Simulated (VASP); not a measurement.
Input:

```
CELL_PARAMETERS angstrom
      0.00000     3.27968     3.27968
      3.27968     0.00000     3.27968
      3.27968     3.27968     0.00000
ATOMIC_POSITIONS crystal
  Ba 0.00000 0.00000 0.00000
  S  0.50000 0.50000 0.50000
```

Level of theory: vdW-DF2, VASP's PBE PAW potentials (set 64) (plane waves; VASP). Settings: 520 eV cut-off, Gaussian smearing of 0.050 eV, potentials Ba_sv S.

Unless said otherwise, spin-orbit coupling is left out, though it shifts the bands of the heavy elements here.

Problem. Give the energies of bands 6 to 11 at the high-symmetry points, in eV from the valence-band maximum.

Solution. 
| band | Γ | X | U | L | W |
|---|---|---|---|---|---|
| 6 | 0.00 | -0.57 | -0.87 | -1.75 | -0.98 |
| 7 | 0.00 | -0.17 | -0.57 | -0.92 | -0.51 |
| 8 | 0.00 | -0.17 | -0.54 | -0.92 | -0.51 |
| 9 | 3.23 | 2.21 | 3.27 | 5.21 | 4.17 |
| 10 | 3.79 | 5.55 | 5.66 | 5.52 | 4.17 |
| 11 | 3.79 | 5.79 | 6.17 | 5.90 | 5.92 |

The gap is indirect, 2.21 eV, from the valence maximum at Γ to the conduction minimum at X.

The compound is BaS in the rock salt structure. It was relaxed first, which changed the volume by +8 %.
